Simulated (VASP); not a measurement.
Consider the following.

```xyz
3
Lattice="2.3256 -4.0281 0.0000 2.3256 4.0281 0.0000 0.0000 0.0000 7.1196" Properties=species:S:1:pos:R:3 pbc="T T T"
Pb     0.0000     0.0000     0.0000
I      2.3256     1.3427     1.9081
I      2.3256    -1.3427     5.2115
```
Cell charge +0.02.

Level of theory: PBE GGA, VASP's PBE PAW potentials (set 64) (plane waves; VASP). Settings: NELECT = 27.98, 400 eV cut-off, 5×5×3 Γ-centred mesh, Gaussian smearing of 0.050 eV, potentials Pb_d I.

The cell is charged, with a uniform compensating background. Unless said otherwise, spin-orbit coupling is left out, though it shifts the bands of the heavy elements here.

Q: Predict the energy per atom (σ→0), band gap (on the k-mesh) with the smallest direct gap where there is one.

A: 
The band gap (on the k-mesh) is none (metal, semimetal or under 0.01 eV) and the energy per atom (σ→0) comes out as -2.876 eV/atom.

Only differences to runs with the same potentials and settings are physical.

The compound is PbI2 in the 1T layered structure. The cell was not relaxed at this level. The k-mesh is coarse (spacing up to 0.31 per Å, 2π included), so the numbers may not be converged in it. The run is one of a series of settings (NELECT = 27.98 against the base run), some of them coarse on purpose.
